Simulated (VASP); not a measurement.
Energy against volume of CdTe (zinc blende). These are revPBE GGA, VASP's PBE PAW potentials (set 64) (plane waves; VASP) values and carry that method's errors. Numerical set-up: 520 eV cut-off, 7×7×7 Γ-centred mesh, Gaussian smearing of 0.050 eV, potentials Cd Te.

| V (Å³/atom) | E (eV/atom) |
|---|---|
| 36.452 | -2.12732 |
| 37.579 | -2.13066 |
| 38.707 | -2.12738 |
| 39.834 | -2.11854 |

Problem. Fit these four points and predict the energy of the run at 35.325 Å³/atom.

Solution. A cubic in V^(−2/3), the third-order Birch-Murnaghan form, passes through the four points with V0 = 37.55 Å³/atom and B0 = 31 GPa, and gives -2.1161 eV/atom there. The run gave -2.1161 eV/atom, +0.0 meV/atom from the fit; all five points give B0 = 31 GPa.

The compound is CdTe in the zinc blende structure. It was relaxed first, which changed the volume by +10 %.
